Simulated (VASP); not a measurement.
## Si2W: structure and properties in VASP

What structure does Si2W take at this level, and what are its properties? The steps: full relaxation (PBE + D3(BJ)), second relaxation, density, ELF and potential (PBE + D3(BJ)), band structure (PBE + D3(BJ)), density of states (PBE + D3(BJ)), band structure (PBE + D3(BJ) + SOC), volume scan with PBE + D3(BJ), fit for PBE + D3(BJ) and vibrations at Γ (PBE + D3(BJ)). The start is a cell from a database of measured crystal structures.

Program: VASP 6.6.1. Level of theory: PBE with D3(BJ); plane waves and PAW (Si, W), in the first sound run; inputs show where later runs differ. Results are calculated unless marked as measured.

## (1) Set-up

Before any relaxation, the start is as follows. The structure is tetragonal, space group I4/mmm (No. 139). Conventional cell: a = 3.214 Å, b = 3.214 Å, c = 7.830 Å, α = 90.00°, β = 90.00°, γ = 90.00°. Nearest to Si lie 5 Si at 2.59 to 2.63 Å and 5 W at 2.62 Å. W has 10 Si at 2.62 Å nearest. Farther neighbours are not listed.

Structure file:

```xyz
3
Lattice="-1.6069 1.6069 3.9150 1.6069 -1.6069 3.9150 1.6069 1.6069 -3.9150" Properties=species:S:1:pos:R:3 pbc="T T T"
Si    0.0000    0.0000    2.6207
Si    0.0000    0.0000    5.2092
W     0.0000    0.0000    0.0000
```

## (2) Full relaxation (PBE + D3(BJ))

Properties are meant for the cell that this level of theory prefers, so cell and atoms are relaxed first (ISIF = 3) until forces and stress are small; EDIFFG sets the threshold. PBE, the usual starting point, adds the gradient of the density. A dispersion term adds the long-range attraction that semilocal functionals lack. D3 with Becke-Johnson damping keeps a finite attraction at short range.

The input, INCAR:

```
SYSTEM = Si2W
PREC = Accurate
ENCUT = 400
EDIFF = 1E-06
NELM = 100
ISMEAR = 0
SIGMA = 0.05
LREAL = .FALSE.
ALGO = Normal
GGA = PE
IVDW = 12
NBANDS = 13
LASPH = .TRUE.
LORBIT = 11
LWAVE = .FALSE.
LCHARG = .FALSE.
KPAR = 2
IBRION = 2
NSW = 60
ISIF = 3
EDIFFG = -0.01
```

The input, POSCAR:

```
Si2W
1.0
   -1.6069000000      1.6069000000      3.9149500000
    1.6069000000     -1.6069000000      3.9149500000
    1.6069000000      1.6069000000     -3.9149500000
Si W
2 1
Direct
    0.3347000000      0.3347000000      0.0000000000
    0.6653000000      0.6653000000      0.0000000000
    0.0000000000      0.0000000000      0.0000000000
```

The input, KPOINTS:

```
Automatic mesh
0
Gamma
10 10 10
0 0 0
```

The projector-augmented-wave data sets are Si and W (PBE family, release 64).

Run with:

```sh
$ mpirun -np 2 vasp_std
```

The log of the run:

```text
[banner, memory and clock lines left out]
running    2 mpi-ranks, on    1 nodes
 distrk:  each k-point on    1 cores,    2 groups
 distr:  one band on    1 cores,    1 groups

 POSCAR found type information on POSCAR SiW
 POSCAR found :  2 types and       3 ions
 LDA part: xc-table for (Slater+PW92), standard interpolation
 POSCAR, INCAR and KPOINTS ok, starting setup
 FFT: planning ... GRIDC
 FFT: planning ... GRID_SOFT
 FFT: planning ... GRID
 WAVECAR not read
 entering main loop
       N       E                     dE             d eps       ncg     rms          rms(c)
DAV:   1     0.180488879335E+02    0.18049E+02   -0.51847E+03  2740   0.754E+02
DAV:   2    -0.239869160733E+02   -0.42036E+02   -0.38451E+02  3362   0.163E+02
DAV:   3    -0.257609068918E+02   -0.17740E+01   -0.17393E+01  3604   0.284E+01
DAV:   4    -0.257820191054E+02   -0.21112E-01   -0.21091E-01  3136   0.352E+00
DAV:   5    -0.257823388337E+02   -0.31973E-03   -0.31966E-03  3786   0.371E-01    0.258E+01
DAV:   6    -0.250163781458E+02    0.76596E+00   -0.23404E+00  3871   0.954E+00    0.106E+01
DAV:   7    -0.249092892266E+02    0.10709E+00   -0.22621E-01  3030   0.317E+00    0.561E+00
DAV:   8    -0.248844741496E+02    0.24815E-01   -0.40068E-02  3466   0.144E+00    0.529E-01
DAV:   9    -0.248841849471E+02    0.28920E-03   -0.22127E-03  3175   0.321E-01    0.279E-01
DAV:  10    -0.248841765682E+02    0.83789E-05   -0.36722E-04  3357   0.121E-01    0.562E-02
DAV:  11    -0.248841605849E+02    0.15983E-04   -0.50972E-05  3403   0.520E-02    0.229E-02
DAV:  12    -0.248841609051E+02   -0.32020E-06   -0.17221E-06  2458   0.102E-02
   1 F= -.26601049E+02 E0= -.26600742E+02  d E =-.266010E+02
 curvature:   0.00 expect dE= 0.000E+00 dE for cont linesearch  0.000E+00
 trial: gam= 0.00000 g(F)=  0.130E-05 g(S)=  0.591E-01 ort = 0.000E+00 (trialstep = 0.100E+01)
 search vector abs. value=  0.591E-01
 bond charge predicted
       N       E                     dE             d eps       ncg     rms          rms(c)
DAV:   1    -0.247898488088E+02    0.94312E-01   -0.14715E+00  2782   0.851E+00    0.378E+00
DAV:   2    -0.247643531139E+02    0.25496E-01   -0.48474E-02  3153   0.162E+00    0.163E+00
DAV:   3    -0.247587242075E+02    0.56289E-02   -0.61986E-03  3147   0.523E-01    0.598E-01
DAV:   4    -0.247578260274E+02    0.89818E-03   -0.13371E-03  3313   0.241E-01    0.997E-02
DAV:   5    -0.247578330371E+02   -0.70097E-05   -0.31178E-05  3231   0.412E-02    0.531E-02
DAV:   6    -0.247578357586E+02   -0.27215E-05   -0.26713E-05  3107   0.289E-02    0.912E-03
DAV:   7    -0.247578343762E+02    0.13824E-05   -0.29600E-06  3013   0.121E-02    0.655E-03
DAV:   8    -0.247578343320E+02    0.44114E-07   -0.94052E-08  1531   0.245E-03
   2 F= -.26573104E+02 E0= -.26572767E+02  d E =0.279446E-01
[...]
3 F= -.26611511E+02 E0= -.26611189E+02  d E =-.104621E-01
[...]
4 F= -.26611510E+02 E0= -.26611189E+02  d E =-.104617E-01
[...]
5 F= -.26611754E+02 E0= -.26611373E+02  d E =-.243959E-03
[...]
6 F= -.26611759E+02 E0= -.26611384E+02  d E =-.248992E-03
[...]
7 F= -.26611759E+02 E0= -.26611386E+02  d E =-.248583E-03
 curvature:  -0.38 expect dE=-0.267E-04 dE for cont linesearch -0.664E-07
 trial: gam= 0.05930 g(F)=  0.340E-04 g(S)=  0.357E-04 ort = 0.108E-04 (trialstep = 0.846E+00)
 search vector abs. value=  0.733E-04
 bond charge predicted
       N       E                     dE             d eps       ncg     rms          rms(c)
DAV:   1    -0.248614253802E+02   -0.11934E-02   -0.11565E-03  2887   0.219E-01    0.441E-02
DAV:   2    -0.248614189902E+02    0.63900E-05   -0.33985E-05  3368   0.488E-02    0.307E-02
DAV:   3    -0.248614150400E+02    0.39502E-05   -0.74803E-06  3340   0.186E-02    0.255E-03
DAV:   4    -0.248614150058E+02    0.34201E-07   -0.71454E-07  1521   0.624E-03
   8 F= -.26611775E+02 E0= -.26611396E+02  d E =-.158697E-04
 trial-energy change:   -0.000016  1 .order   -0.000019   -0.000060    0.000022
 step:   0.6155(harm=  0.6155)  dis= 0.00066  next Energy=   -26.611781 (dE=-0.216E-04)
 reached required accuracy - stopping structural energy minimisation
```

It took 60 s on 2 MPI ranks of Intel Xeon Platinum 8488C (Sapphire Rapids), shared host; peak memory 0.4 GiB.

Lines that name or quote the potential files are left out of all logs, and their timing lines are given in words.

Parts of OUTCAR (step 2):

```text
ion  position               nearest neighbor table
   1  0.335  0.335  0.000-   2 2.59   3 2.62   3 2.62   3 2.62   3 2.62   3 2.62   2 2.63   2 2.63
                             2 2.63   2 2.63
   2  0.665  0.665  0.000-   1 2.59   3 2.62   3 2.62   3 2.62   3 2.62   3 2.62   1 2.63   1 2.63
                             1 2.63   1 2.63
   3  0.000  0.000  0.000-   2 2.62   2 2.62   2 2.62   1 2.62   2 2.62   1 2.62   1 2.62   1 2.62
                             1 2.62   2 2.62

  LATTYP: Found a body centered tetragonal cell.
 ALAT       =     3.2138000000
 C/A-ratio  =     2.4363370465

 Subroutine GETGRP returns: Found 16 space group operations
 (whereof 16 operations were pure point group operations)

The static configuration has the point symmetry D_4h.

 Found    102 irreducible k-points:

   k-points           NKPTS =    102   k-points in BZ     NKDIM =    102   number of bands    NBANDS=     13

   dimension x,y,z NGX =    30 NGY =   30 NGZ =   30
   dimension x,y,z NGXF=    60 NGYF=   60 NGZF=   60

   ENCUT  =  400.0 eV  29.40 Ry    5.42 a.u.   7.38  7.38  7.38*2*pi/ulx,y,z

   NELECT =      14.0000    total number of electrons

 k-points in reciprocal lattice and weights: Automatic mesh
   0.00000000  0.00000000  0.00000000       0.001
   0.10000000 -0.00000000  0.00000000       0.008
   0.20000000 -0.00000000  0.00000000       0.008
   0.30000000  0.00000000 -0.00000000       0.008
   0.40000000  0.00000000  0.00000000       0.008
   0.50000000  0.00000000  0.00000000       0.004
   0.10000000  0.10000000  0.00000000       0.008
   0.20000000  0.10000000  0.00000000       0.016
   0.30000000  0.10000000  0.00000000       0.016
[...]
-0.40000000 -0.40000000  0.40000000       0.002
   0.50000000  0.50000000  0.50000000       0.001

 Edisp (eV)   -1.75153

 average (electrostatic) potential at core
       1 -79.0633       2 -79.0633       3 -34.6161

 E-fermi :  10.7896

 k-point     1 :       0.0000    0.0000    0.0000
  band No.  band energies     occupation
    ...
      2       3.8208      2.00000
      3       7.0372      2.00000
      4       7.3810      2.00000
      5       7.8895      2.00000
      6       7.8895      2.00000
      7      11.4228      0.00000
      8      13.6634      0.00000
      9      13.6835      0.00000
     10      13.9838      0.00000
     11      13.9838      0.00000
    ...

 k-point     2 :       0.1000   -0.0000    0.0000
  band No.  band energies     occupation
    ...
      3       6.4718      2.00000
      4       7.3783      2.00000
      5       8.0188      2.00000
      6       8.1015      2.00000
      7      10.7447      1.79582
      8      13.1081      0.00000
      9      13.4521      0.00000
     10      14.2489      0.00000
     11      14.7481      0.00000
     12      15.7000      0.00000
    ...

 k-point     3 :       0.2000   -0.0000    0.0000
  band No.  band energies     occupation
    ...
      3       5.5906      2.00000
      4       7.1712      2.00000
      5       8.2718      2.00000
      6       8.3664      2.00000
      7       9.7437      2.00000
      8      12.2486      0.00000
      9      13.0756      0.00000
     10      15.2567      0.00000
     11      15.3767      0.00000
     12      16.0043      0.00000
    ...

 Edisp (eV)   -1.75036

  Total      -0.02692    -0.02692    -0.02025     0.00000     0.00000     0.00000
  in kB      -1.08697    -1.08697    -0.81764     0.00000     0.00000     0.00000
  external pressure =       -1.00 kB  Pullay stress =        0.00 kB

  energy-cutoff  :      400.00
  volume of cell :       39.69
      direct lattice vectors                 reciprocal lattice vectors
    -1.595973664  1.595973664  3.895249342     0.000000000  0.313288378  0.128361488
     1.595973664 -1.595973664  3.895249342     0.313288378  0.000000000  0.128361488
     1.595973664  1.595973664 -3.895249342     0.313288378  0.313288378  0.000000000

 POSITION                                       TOTAL-FORCE (eV/Angst)
 -----------------------------------------------------------------------------------
      0.00000      0.00000      2.60438        -0.000000     -0.000000      0.002473
      0.00000      0.00000      5.18612        -0.000000     -0.000000     -0.002473
      1.59597      1.59597     -3.89525         0.000000      0.000000     -0.000000
 -----------------------------------------------------------------------------------
    total drift:                                0.000000     -0.000000      0.000000

  FREE ENERGIE OF THE ION-ELECTRON SYSTEM (eV)
  ---------------------------------------------------
  free  energy   TOTEN  =       -26.6117747715 eV

  energy  without entropy=      -26.6110171174  energy(sigma->0) =      -26.61139594

 reached required accuracy - stopping structural energy minimisation

 total charge
# of ion       s       p       d       tot
------------------------------------------
    1        0.736   0.903   0.000   1.640
    2        0.736   0.903   0.000   1.640
    3        0.571   0.696   4.534   5.801
--------------------------------------------------
tot          2.043   2.503   4.534   9.080

[... 3 further parts left out ...]
```

Dispersion corrections of this kind ignore metallic screening and tend to overbind metals. The data set W keeps the semicore shell frozen, which is cheaper and a little less accurate. The run keeps the 16 symmetry operations of its start, so it cannot find a distortion of lower symmetry.

The steps of the relaxation:

| step | energy less that of the first step (eV) | largest force (eV/Å) | pressure (GPa) | volume (Å³) |
| --- | --- | --- | --- | --- |
| 1 | 0.0000 | 0.0037 | -4.38 | 40.44 |
| 2 | 0.0279 | 0.1681 | 9.31 | 38.32 |
| 3 | -0.0105 | 0.0580 | -0.02 | 39.69 |
| 4 | -0.0105 | 0.0588 | 0.05 | 39.68 |
| 5 | -0.0107 | 0.0124 | 0.06 | 39.66 |
| 6 | -0.0107 | 0.0177 | 0.07 | 39.66 |
| 7 | -0.0107 | 0.0188 | 0.07 | 39.66 |
| 8 | -0.0107 | 0.0025 | -0.10 | 39.69 |

```csv
"conventional cell, symmetrised",before,after,change
a (Å),3.214,3.192,-0.7 %
b (Å),3.214,3.192,-0.7 %
c (Å),7.830,7.790,-0.5 %
volume (Å³/atom),13.48,13.23,-1.9 %
```

The relaxed structure:

```
Si W
1.0
    -1.59597    1.59597    3.89525
     1.59597   -1.59597    3.89525
     1.59597    1.59597   -3.89525
Si W
2 1
Direct
  0.33430 0.33430 0.00000
  0.66570 0.66570 0.00000
  0.00000 0.00000 0.00000
```

Numbers from this step:

* electrons: 14
* bands: 13
* irreducible k-points: 102
* symmetry operations: 16
* free energy (TOTEN): -26.61 eV
* energy at zero smearing: -26.61 eV
* Fermi energy: 10.79 eV
* pressure: -0.09972 GPa
* metallic: yes
* SCF cycles over all ionic steps: 41

It ends with a largest force of 0.002 eV/Å and a pressure of -0.10 GPa. The volume lies -1.9 % from that of the database's start, which holds the thermal and zero-point expansion of its experiment.

## (3) Second relaxation

The basis stayed that of the start cell while the cell moved. A rerun from the cell reached resets it; the error of the finite cutoff stays.

INCAR is that of step 2.

The input, POSCAR:

```
Si2W
1.0
   -1.5959736644      1.5959736644      3.8952493420
    1.5959736644     -1.5959736644      3.8952493420
    1.5959736644      1.5959736644     -3.8952493420
Si W
2 1
Direct
    0.3343020350      0.3343020350      0.0000000000
    0.6656979650      0.6656979650      0.0000000000
    0.0000000000      0.0000000000      0.0000000000
```

KPOINTS is that of step 2.

Run with:

```sh
$ mpirun -np 2 vasp_std
```

The log of the run:

```text
[... set-up lines as in an earlier step ...]
 entering main loop
       N       E                     dE             d eps       ncg     rms          rms(c)
DAV:   1     0.190865673755E+02    0.19087E+02   -0.50982E+03  2780   0.749E+02
DAV:   2    -0.239551908418E+02   -0.43042E+02   -0.39454E+02  3434   0.165E+02
DAV:   3    -0.257185233919E+02   -0.17633E+01   -0.17303E+01  3629   0.279E+01
DAV:   4    -0.257401356855E+02   -0.21612E-01   -0.21587E-01  3116   0.356E+00
DAV:   5    -0.257404898399E+02   -0.35415E-03   -0.35397E-03  3748   0.384E-01    0.267E+01
DAV:   6    -0.249934622773E+02    0.74703E+00   -0.21916E+00  3871   0.930E+00    0.111E+01
DAV:   7    -0.248847144794E+02    0.10875E+00   -0.20698E-01  2980   0.305E+00    0.564E+00
DAV:   8    -0.248614139234E+02    0.23301E-01   -0.36607E-02  3456   0.139E+00    0.529E-01
DAV:   9    -0.248611368226E+02    0.27710E-03   -0.19029E-03  3123   0.301E-01    0.281E-01
DAV:  10    -0.248611312582E+02    0.55644E-05   -0.33367E-04  3347   0.114E-01    0.609E-02
DAV:  11    -0.248611157942E+02    0.15464E-04   -0.46870E-05  3367   0.494E-02    0.229E-02
DAV:  12    -0.248611160343E+02   -0.24016E-06   -0.14869E-06  2319   0.964E-03
   1 F= -.26611476E+02 E0= -.26611097E+02  d E =-.266115E+02
 curvature:   0.00 expect dE= 0.000E+00 dE for cont linesearch  0.000E+00
 trial: gam= 0.00000 g(F)=  0.510E-06 g(S)=  0.402E-04 ort = 0.000E+00 (trialstep = 0.100E+01)
 search vector abs. value=  0.407E-04
 bond charge predicted
       N       E                     dE             d eps       ncg     rms          rms(c)
DAV:   1    -0.248586063333E+02    0.25095E-02   -0.97978E-04  2847   0.215E-01    0.947E-02
DAV:   2    -0.248585916153E+02    0.14718E-04   -0.29836E-05  3217   0.399E-02    0.426E-02
DAV:   3    -0.248585889887E+02    0.26266E-05   -0.44905E-06  3127   0.136E-02    0.158E-02
DAV:   4    -0.248585892733E+02   -0.28462E-06   -0.91324E-07  1566   0.687E-03
   2 F= -.26611460E+02 E0= -.26611081E+02  d E =0.155484E-04
 trial-energy change:    0.000016  1 .order    0.000019   -0.000041    0.000078
 step:   0.3436(harm=  0.3436)  dis= 0.00004  next Energy=   -26.611483 (dE=-0.699E-05)
 bond charge predicted
       N       E                     dE             d eps       ncg     rms          rms(c)
DAV:   1    -0.248602732889E+02   -0.16843E-02   -0.43171E-04  2827   0.143E-01    0.613E-02
DAV:   2    -0.248602649418E+02    0.83471E-05   -0.13405E-05  3192   0.265E-02    0.275E-02
DAV:   3    -0.248602625434E+02    0.23983E-05   -0.17933E-06  2128   0.882E-03    0.950E-03
DAV:   4    -0.248602617719E+02    0.77149E-06   -0.44613E-07  1441   0.422E-03
   3 F= -.26611484E+02 E0= -.26611105E+02  d E =-.808593E-05
 curvature:  -0.17 expect dE=-0.148E-06 dE for cont linesearch -0.182E-07
 trial: gam= 0.07224 g(F)=  0.951E-09 g(S)=  0.860E-06 ort =-0.208E-05 (trialstep = 0.869E+00)
 search vector abs. value=  0.773E-06
 reached required accuracy - stopping structural energy minimisation
```

Wall time 35 s (2 MPI ranks); peak memory 0.4 GiB.

From OUTCAR (step 3):

```text
  LATTYP: Found a body centered tetragonal cell.
 ALAT       =     3.1919473288
 C/A-ratio  =     2.4406726933

The static configuration has the point symmetry D_4h.

 Found    102 irreducible k-points:

   ENCUT  =  400.0 eV  29.40 Ry    5.42 a.u.   7.34  7.34  7.34*2*pi/ulx,y,z

   NELECT =      14.0000    total number of electrons

 Edisp (eV)   -1.75287

 E-fermi :  10.7960

 k-point     1 :       0.0000    0.0000    0.0000
  band No.  band energies     occupation
    ...
      2       3.8237      2.00000
      3       7.0436      2.00000
      4       7.3847      2.00000
      5       7.8947      2.00000
      6       7.8947      2.00000
      7      11.4297      0.00000
      8      13.6732      0.00000
      9      13.6882      0.00000
     10      13.9915      0.00000
     11      13.9915      0.00000
    ...

 k-point     2 :       0.1000    0.0000   -0.0000
  band No.  band energies     occupation
    ...
      3       6.4772      2.00000
      4       7.3822      2.00000
      5       8.0242      2.00000
      6       8.1071      2.00000
      7      10.7511      1.79561
      8      13.1168      0.00000
      9      13.4606      0.00000
     10      14.2544      0.00000
     11      14.7564      0.00000
     12      15.7092      0.00000
    ...

 Edisp (eV)   -1.75122

  Total      -0.00074    -0.00074     0.00724     0.00000     0.00000     0.00000
  in kB      -0.02985    -0.02985     0.29228     0.00000     0.00000     0.00000
  external pressure =        0.08 kB  Pullay stress =        0.00 kB

  energy-cutoff  :      400.00
  volume of cell :       39.67
      direct lattice vectors                 reciprocal lattice vectors
    -1.595701502  1.595701502  3.894725307     0.000000000  0.313341812  0.128378759
     1.595701502 -1.595701502  3.894725307     0.313341812  0.000000000  0.128378759
     1.595701502  1.595701502 -3.894725307     0.313341812  0.313341812  0.000000000

 POSITION                                       TOTAL-FORCE (eV/Angst)
 -----------------------------------------------------------------------------------
      0.00000      0.00000      2.60407        -0.000000     -0.000000      0.000099
      0.00000      0.00000      5.18538        -0.000000     -0.000000     -0.000099
      0.00000      0.00000      0.00000         0.000000      0.000000     -0.000000
 -----------------------------------------------------------------------------------
    total drift:                               -0.000000     -0.000000     -0.000000

  FREE ENERGIE OF THE ION-ELECTRON SYSTEM (eV)
  ---------------------------------------------------
  free  energy   TOTEN  =       -26.6114838858 eV

  energy  without entropy=      -26.6107262842  energy(sigma->0) =      -26.61110509

 total charge
# of ion       s       p       d       tot
------------------------------------------
    1        0.736   0.904   0.000   1.640
    2        0.736   0.904   0.000   1.640
    3        0.571   0.696   4.536   5.803
--------------------------------------------------
tot          2.043   2.504   4.536   9.083

[... 4 parts as in an earlier step ...]

[... 7 further parts left out ...]
```

CONTCAR:

```
Si2W
   1.00000000000000
    -1.5957015018222651    1.5957015018222651    3.8947253072117300
     1.5957015018222651   -1.5957015018222651    3.8947253072117300
     1.5957015018222651    1.5957015018222651   -3.8947253072117300
  Si              W
     2     1
Direct
     0.3343069256651239    0.3343069256651239    0.0000000000000000
     0.6656930743348760    0.6656930743348760    0.0000000000000000
     0.0000000000000000    0.0000000000000000    0.0000000000000000
```

Little changed from the start: no atom moved by 0.005 Å and no cell edge by 0.1 %.

This step gave:

| Item | Value |
| --- | --- |
| Fermi energy | 10.80 eV |
| pressure | 0.007753 GPa |
| SCF cycles over all ionic steps | 20 |

It ends with forces under 0.001 eV/Å and a pressure of 0.01 GPa. The volume moved by only 0.05 %, so the volume is settled.

[end of part 1 of 5]

[Lines on the potential files, build, host, timing and source positions are cut from VASP's logs without a mark.]

[Logs are printed without paths, hosts, clocks, repeated set-up lines and the standing remarks that a program may print on its own settings, such as how far it seeks lower states.]

[Hosts, paths, dates, database ids (printed as entryN), source tags and the programs' standing remarks are cut or masked in the printed files.]

[A measured line is paired with the nearest computed mode of its activity, which favours agreement.]
